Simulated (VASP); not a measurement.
```xyz
1
Lattice="-2.1300 2.1300 2.1300 2.1300 -2.1300 2.1300 2.1300 2.1300 -2.1300" Properties=species:S:1:pos:R:3 pbc="T T T"
Na     0.0000     0.0000     0.0000
```

All values below come from PBE GGA, VASP's PBE PAW potentials (set 64) (plane waves; VASP). Numerical set-up: 300 eV cut-off, 9×9×9 Γ-centred mesh, Fermi-Dirac smearing of 0.10 eV, potentials Na_pv.

Task: Give the energies of bands 4 to 6 at the high-symmetry points, in eV from the Fermi level.

Result: 
```
band      Γ     H     N     P
----  -----  ----  ----  ----
4     -3.20  4.44  0.74  2.65
5     11.45  4.44  1.16  2.65
6     11.45  4.75  8.02  2.65
```

It has no gap at this level: it comes out as a metal or semimetal.

The structure is a typed Na crystal (Im-3m). The cell was not relaxed at this level.
